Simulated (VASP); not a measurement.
# W (Tungsten): the relaxed cell at several levels of theory, part 2 of 2

Which functional gives which lattice for W (Tungsten)? The starting structure is a measured crystal structure from the Crystallography Open Database. The first relaxation on each setting starts from this cell expanded by 3 % in volume.

VASP 6.6.1.

Results so far: PBEsol 15.54 Å³ an atom; LDA 15.32 Å³ an atom; PBE 15.95 Å³ an atom; PBEsol + D3(BJ) 15.18 Å³ an atom.

**6. Relaxation with r2SCAN**

Level of this step: r2SCAN; plane waves and PAW (W) (VASP).

r2SCAN adds the kinetic-energy density, costs more than a GGA and is run with LASPH. This run starts from the cell of an earlier relaxation, which isn't shown; the restart sets up the plane waves anew.

INCAR reads:

```
SYSTEM = W
PREC = Accurate
ENCUT = 450
EDIFF = 1E-06
NELM = 100
ISMEAR = 1
SIGMA = 0.15
LREAL = .FALSE.
ALGO = Normal
METAGGA = R2SCAN
LASPH = .TRUE.
NBANDS = 9
LORBIT = 11
LWAVE = .FALSE.
LCHARG = .FALSE.
KPAR = 8
IBRION = 2
NSW = 50
ISIF = 3
EDIFFG = -0.006
```

POSCAR reads:

```
W
1.0
   -1.5776206491      1.5776206491      1.5776206491
    1.5776206491     -1.5776206491      1.5776206491
    1.5776206491      1.5776206491     -1.5776206491
W
1
Direct
    0.0000000000      0.0000000000      0.0000000000
```

KPOINTS reads:

```
Automatic mesh
0
Gamma
20 20 20
0 0 0
```

The projector-augmented-wave data sets are W (PBE family, release 64).

Started as:

```console
mpirun -np 8 vasp_std
```

The program printed:

```text
[banner, memory and clock lines left out]
running    8 mpi-ranks, on    1 nodes
[...]
[... a notice as in an earlier step ...]

 [... a notice as in an earlier step ...]

 LDA part: xc-table for (None), standard interpolation
 POSCAR, INCAR and KPOINTS ok, starting setup
[...]
entering main loop
       N       E                     dE             d eps       ncg     rms          rms(c)
DAV:   1    -0.311059352452E+02   -0.31106E+02   -0.27558E+03  4632   0.522E+02
DAV:   2    -0.510716581776E+02   -0.19966E+02   -0.19224E+02  5369   0.130E+02
DAV:   3    -0.514568213086E+02   -0.38516E+00   -0.38082E+00  5405   0.144E+01
DAV:   4    -0.514578230111E+02   -0.10017E-02   -0.10016E-02  5355   0.819E-01
[...]
DAV:  11    -0.514772692776E+02    0.30873E-04   -0.10928E-05  4911   0.313E-02    0.541E-02
DAV:  12    -0.514772653765E+02    0.39012E-05   -0.22421E-06  5031   0.120E-02    0.374E-02
DAV:  13    -0.514772647888E+02    0.58773E-06   -0.80667E-07  2419   0.470E-03
   1 F= -.51477265E+02 E0= -.51477314E+02  d E =-.514773E+02
[... from here on, the cycles between the ionic steps are left out ...]
   2 F= -.51477215E+02 E0= -.51477257E+02  d E =0.494127E-04
   3 F= -.51477269E+02 E0= -.51477315E+02  d E =-.425090E-05
   4 F= -.51477266E+02 E0= -.51477314E+02  d E =-.123312E-05
[...]
reached required accuracy - stopping structural energy minimisation
```

Wall time 25 s (8 MPI ranks of Intel Xeon 6975P-C (Granite Rapids), shared host); peak memory 1.2 GiB; 2.5 min of CPU time.

Parts of OUTCAR (step 6):

```text
  Total        0.0058300      0.0058300      0.0058300      0.0000000      0.0000000      0.0000000
  in kB        0.5946051      0.5946051      0.5946051      0.0000000      0.0000000      0.0000000
  external PRESSURE =       0.5946051 kB  Pullay stress =       0.0000000 kB

 POSITION                                       TOTAL-FORCE (eV/Angst)
 -----------------------------------------------------------------------------------
      0.00000     -0.00000      0.00000        -0.000000     -0.000000      0.000000
 -----------------------------------------------------------------------------------
    total drift:                                0.000000      0.000000      0.000000

  FREE ENERGIE OF THE ION-ELECTRON SYSTEM (eV)
  ---------------------------------------------------
  free  energy   TOTEN  =       -51.4772660219 eV

  energy  without entropy=      -51.4774103212  energy(sigma->0) =      -51.47731412

[... 2 parts as in an earlier step ...]

[... 2 further parts left out ...]
[key lines of the parts left out:]
E-fermi :   7.8440
```

With r2SCAN the relaxed cell holds 15.709 Å³ an atom, -0.87 % against the measured cell, with a = 3.155 Å. That is +1.11 % from PBEsol. Pressures at 0.985 and 1.015 times this volume, from two more relaxations that aren't shown, give a bulk modulus of 332.7 GPa.

**7. Relaxation with r2SCAN + rVV10**

rVV10 adds a nonlocal correlation energy for dispersion. This run starts from the cell of an earlier relaxation, which isn't shown; the restart sets up the plane waves anew.

INCAR: that of step 6 with these lines changed.

```diff
@@ -10,2 +10,6 @@
 METAGGA = R2SCAN
+LUSE_VDW = .TRUE.
+IVDW_NL = 2
+BPARAM = 11.95
+CPARAM = 0.0093
 LASPH = .TRUE.
```

POSCAR reads:

```
W
1.0
   -1.5761018613      1.5761018613      1.5761018613
    1.5761018613     -1.5761018613      1.5761018613
    1.5761018613      1.5761018613     -1.5761018613
W
1
Direct
    0.0000000000      0.0000000000      0.0000000000
```

KPOINTS is that of step 6.

Started as:

```console
mpirun -np 8 vasp_std
```

The program printed:

```text
[banner, memory and clock lines left out]
running    8 mpi-ranks, on    1 nodes
[...]
[... a notice as in an earlier step ...]

|                                                                             |
|               ----> ADVICE to this user running VASP <----                  |
|                                                                             |
|     You have switched on vdW-DFT.                                           |
|     This routine was written and supplied by Jiri Klimes. We recommend      |
|     that you carefully read and cite the following publications:            |
|       J. Klimes, D.R. Bowler, A. Michelides                                 |
|          J. Phys.: Cond Matt. 22 022201 (2010)                              |
|       J. Klimes, D.R. Bowler, A. Michelides                                 |
|          Phys. Rev. B. 83, 195131 (2011)                                    |
|     and references therein.                                                 |
[...]
Total rVV10 correction in eV:      0.0876844    10.6728129
Total rVV10 correction in eV:      0.0876844    10.6728129
Total rVV10 correction in eV:      0.0876844    10.6728129
DAV:  13    -0.513893310639E+02    0.60594E-06   -0.71332E-07  2417   0.446E-03
Total rVV10 correction in eV:      0.0876896    10.6728129
Total rVV10 correction in eV:      0.0876896    10.6728129
Total rVV10 correction in eV:      0.0876896    10.6728129
Total rVV10 correction in eV:      0.0876896    10.6728129
Total rVV10 correction in eV:      0.0876896    10.6728129
Total rVV10 correction in eV:      0.0876896    10.6728129
Total rVV10 correction in eV:      0.0876896    10.6728129
Total rVV10 correction in eV:      0.0876896    10.6728129
Total rVV10 correction in eV:      0.0876869    10.6728129
Total rVV10 correction in eV:      0.0876869    10.6728129
Total rVV10 correction in eV:      0.0876869    10.6728129
Total rVV10 correction in eV:      0.0876869    10.6728129
Total rVV10 correction in eV:      0.0876869    10.6728129
Total rVV10 correction in eV:      0.0876869    10.6728129
Total rVV10 correction in eV:      0.0876869    10.6728129
Total rVV10 correction in eV:      0.0876869    10.6728129
   1 F= -.51389331E+02 E0= -.51389384E+02  d E =-.513893E+02
[...]
reached required accuracy - stopping structural energy minimisation
```

Run time: 18 s. Hardware: 8 MPI ranks; peak memory 1.5 GiB.

Parts of OUTCAR (step 7):

```text
  Total        0.0032378      0.0032378      0.0032378      0.0000000     -0.0000000      0.0000000
  in kB        0.3312459      0.3312459      0.3312459      0.0000000     -0.0000000      0.0000000
  external PRESSURE =       0.3312459 kB  Pullay stress =       0.0000000 kB

 POSITION                                       TOTAL-FORCE (eV/Angst)
 -----------------------------------------------------------------------------------
      0.00000      0.00000      0.00000        -0.000000      0.000000      0.000000
 -----------------------------------------------------------------------------------
    total drift:                                0.000000      0.000000      0.000000

  FREE ENERGIE OF THE ION-ELECTRON SYSTEM (eV)
  ---------------------------------------------------
  free  energy   TOTEN  =       -51.3893310639 eV

  energy  without entropy=      -51.3894913624  energy(sigma->0) =      -51.38938450

[... 2 parts as in an earlier step ...]

[... 2 further parts left out ...]
[key lines of the parts left out:]
E-fermi :   7.8758
```

With r2SCAN + rVV10 the relaxed cell holds 15.661 Å³ an atom, -1.18 % against the measured cell, with a = 3.152 Å. That is +0.80 % from PBEsol. Pressures at 0.985 and 1.015 times this volume, from two more relaxations that aren't shown, give a bulk modulus of 336.5 GPa.

**8. Relaxation with vdW-DF-cx**

vdW-DF-cx takes its exchange from the same plasmon model as its correlation. This run starts from the cell of an earlier relaxation, which isn't shown; the restart sets up the plane waves anew.

INCAR: that of step 7 with these lines changed.

```diff
@@ -9,7 +9,5 @@
 ALGO = Normal
-METAGGA = R2SCAN
+GGA = CX
+AGGAC = 0
 LUSE_VDW = .TRUE.
-IVDW_NL = 2
-BPARAM = 11.95
-CPARAM = 0.0093
 LASPH = .TRUE.
```

POSCAR reads:

```
W
1.0
   -1.5764569904      1.5764569904      1.5764569904
    1.5764569904     -1.5764569904      1.5764569904
    1.5764569904      1.5764569904     -1.5764569904
W
1
Direct
    0.0000000000      0.0000000000      0.0000000000
```

KPOINTS is that of step 7.

Started as:

```console
mpirun -np 8 vasp_std
```

The program printed:

```text
[banner, memory and clock lines left out]
running    8 mpi-ranks, on    1 nodes
[...]
[... a notice as in an earlier step ...]

 [... a notice as in an earlier step ...]

 [... a notice as in an earlier step ...]

 LDA part: xc-table for (Slater+PW92), standard interpolation
 POSCAR, INCAR and KPOINTS ok, starting setup
[...]
entering main loop
       N       E                     dE             d eps       ncg     rms          rms(c)
DAV:   1     0.730934152140E+01    0.73093E+01   -0.27262E+03  4616   0.505E+02
DAV:   2    -0.115559270449E+02   -0.18865E+02   -0.18188E+02  5433   0.124E+02
DAV:   3    -0.119195000676E+02   -0.36357E+00   -0.36146E+00  5327   0.136E+01
DAV:   4    -0.119204262518E+02   -0.92618E-03   -0.92589E-03  5333   0.753E-01
[...]
DAV:  10    -0.112548314560E+02   -0.27469E-05   -0.12749E-05  5377   0.258E-02    0.174E-02
DAV:  11    -0.112548304298E+02    0.10263E-05   -0.33008E-07  2745   0.653E-03    0.405E-03
DAV:  12    -0.112548304444E+02   -0.14658E-07   -0.10649E-08  2471   0.101E-03
   1 F= -.11254830E+02 E0= -.11255065E+02  d E =-.112548E+02
[...]
reached required accuracy - stopping structural energy minimisation
```

It took 11 s on 8 MPI ranks; peak memory 1.9 GiB.

OUTCAR, selected parts (step 8):

```text
  Total        0.0016965      0.0016965      0.0016965      0.0000000      0.0000000     -0.0000000
  in kB        0.1734415      0.1734415      0.1734415      0.0000000      0.0000000     -0.0000000
  external PRESSURE =       0.1734415 kB  Pullay stress =       0.0000000 kB

 POSITION                                       TOTAL-FORCE (eV/Angst)
 -----------------------------------------------------------------------------------
      0.00000      0.00000      0.00000        -0.000000      0.000000     -0.000000
 -----------------------------------------------------------------------------------
    total drift:                                0.000000      0.000000      0.000000

  FREE ENERGIE OF THE ION-ELECTRON SYSTEM (eV)
  ---------------------------------------------------
  free  energy   TOTEN  =       -11.2548304444 eV

  energy  without entropy=      -11.2555336457  energy(sigma->0) =      -11.25506484

[... 2 parts as in an earlier step ...]

[... 2 further parts left out ...]
[key lines of the parts left out:]
E-fermi :   7.8926
```

With vdW-DF-cx the relaxed cell holds 15.671 Å³ an atom, -1.11 % against the measured cell, with a = 3.153 Å. That is +0.87 % from PBEsol. Pressures at 0.985 and 1.015 times this volume, from two more relaxations that aren't shown, give a bulk modulus of 332.5 GPa.

**9. Relaxation with PBE + D3(BJ)**

This run starts from the cell of an earlier relaxation, which isn't shown; the restart sets up the plane waves anew.

INCAR: that of step 8 with these lines changed.

```diff
@@ -9,7 +9,6 @@
 ALGO = Normal
-GGA = CX
-AGGAC = 0
-LUSE_VDW = .TRUE.
+GGA = PE
+IVDW = 12
+NBANDS = 9
 LASPH = .TRUE.
-NBANDS = 9
 LORBIT = 11
```

POSCAR reads:

```
W
1.0
   -1.5738238671      1.5738238671      1.5738238671
    1.5738238671     -1.5738238671      1.5738238671
    1.5738238671      1.5738238671     -1.5738238671
W
1
Direct
    0.0000000000      0.0000000000      0.0000000000
```

KPOINTS is that of step 8.

Started as:

```console
mpirun -np 8 vasp_std
```

The program printed:

```text
[... set-up lines as in an earlier step ...]
 entering main loop
       N       E                     dE             d eps       ncg     rms          rms(c)
DAV:   1     0.620304492219E+01    0.62030E+01   -0.27389E+03  4624   0.506E+02
DAV:   2    -0.133011290727E+02   -0.19504E+02   -0.18700E+02  5358   0.125E+02
DAV:   3    -0.136751449034E+02   -0.37402E+00   -0.37255E+00  5376   0.137E+01
DAV:   4    -0.136761517298E+02   -0.10068E-02   -0.10067E-02  5458   0.783E-01
[...]
DAV:  10    -0.130167739227E+02   -0.17461E-05   -0.12857E-05  5437   0.264E-02    0.199E-02
DAV:  11    -0.130167728273E+02    0.10954E-05   -0.38480E-07  2729   0.667E-03    0.367E-03
DAV:  12    -0.130167728520E+02   -0.24750E-07   -0.14696E-08  2435   0.125E-03
   1 F= -.13723986E+02 E0= -.13724234E+02  d E =-.137240E+02
[...]
reached required accuracy - stopping structural energy minimisation
```

Elapsed: 3.6 s, on 8 MPI ranks; peak memory 1.1 GiB.

Parts of OUTCAR (step 9):

```text
 Edisp (eV)   -0.70721

  Total       0.00151     0.00151     0.00151     0.00000    -0.00000    -0.00000
  in kB       0.15492     0.15492     0.15492     0.00000    -0.00000    -0.00000
  external pressure =        0.15 kB  Pullay stress =        0.00 kB

  FREE ENERGIE OF THE ION-ELECTRON SYSTEM (eV)
  ---------------------------------------------------
  free  energy   TOTEN  =       -13.7239862711 eV

  energy  without entropy=      -13.7247303679  energy(sigma->0) =      -13.72423430

[... 3 parts as in an earlier step ...]

[... 2 further parts left out ...]
[key lines of the parts left out:]
E-fermi :   8.0658
```

With PBE + D3(BJ) the relaxed cell holds 15.593 Å³ an atom, -1.61 % against the measured cell, with a = 3.148 Å. That is +0.36 % from PBEsol. Pressures at 0.985 and 1.015 times this volume, from two more relaxations that aren't shown, give a bulk modulus of 332.7 GPa.

**10. All runs side by side**

```csv
level,volume (Å³/atom),against the measured cell (%),a (Å),bulk modulus (GPa),pressure left (GPa),core minutes
PBEsol,15.537,-1.96,3.1439,337.6,0.03,2.0
LDA,15.318,-3.34,3.129,345.3,0.01,1.6
PBE,15.951,0.65,3.1716,316.2,-0.02,1.6
PBEsol + D3(BJ),15.18,-4.21,3.1196,353.9,0.01,1.87
r2SCAN,15.709,-0.87,3.1554,332.7,0.06,8.8
r2SCAN + rVV10,15.661,-1.18,3.1522,336.5,0.03,13.9
vdW-DF-cx,15.671,-1.11,3.1529,332.5,0.02,8.11
PBE + D3(BJ),15.593,-1.61,3.1476,332.7,0.02,2.11
```

Core minutes are wall time times ranks, summed over the relaxations behind a row (those for a bulk modulus apart), on shared hosts.

**11. Outcome**

```yaml
volume_pbesol: 15.54 Å³/atom
volume_lda: 15.32 Å³/atom
volume_pbe: 15.95 Å³/atom
volume_pbesol_d3_bj: 15.18 Å³/atom
volume_r2scan: 15.71 Å³/atom
volume_r2scan_rvv10: 15.66 Å³/atom
volume_vdw_df_cx: 15.67 Å³/atom
volume_pbe_d3_bj: 15.59 Å³/atom
```

In words: Across 8 levels the volume of W (Tungsten) spans 5.1 %, from 15.18 Å³ an atom (PBEsol + D3(BJ)) to 15.95 Å³ (PBE). Against the measured volume of the starting structure, PBE comes nearest (+0.7 %) and PBEsol + D3(BJ) lies farthest (-4.2 %). The measured cell holds zero-point expansion and, unless it was taken cold, thermal expansion, which the runs lack, so small differences decide nothing. Adding D3(BJ) to PBEsol changes the volume by -2.3 %. Adding rVV10 to r2SCAN changes the volume by -0.3 %. Adding D3(BJ) to PBE changes the volume by -2.2 %. The bulk modulus goes from 316.2 GPa (PBE) to 353.9 GPa (PBEsol + D3(BJ)). Spin-orbit coupling is left out of all runs, which can matter with elements this heavy. All runs keep the symmetry of the start, so they can't find a distortion of lower symmetry. Further runs on this material are not shown.

[Lines on the potential files, build, host, timing and source positions are cut from VASP's logs without a mark.]

[Logs are printed without paths, hosts, clocks, repeated set-up lines and the standing remarks that a program may print on its own settings, such as how far it seeks lower states.]

[Hosts, paths, dates, database ids (printed as entryN), source tags and the programs' standing remarks are cut or masked in the printed files.]
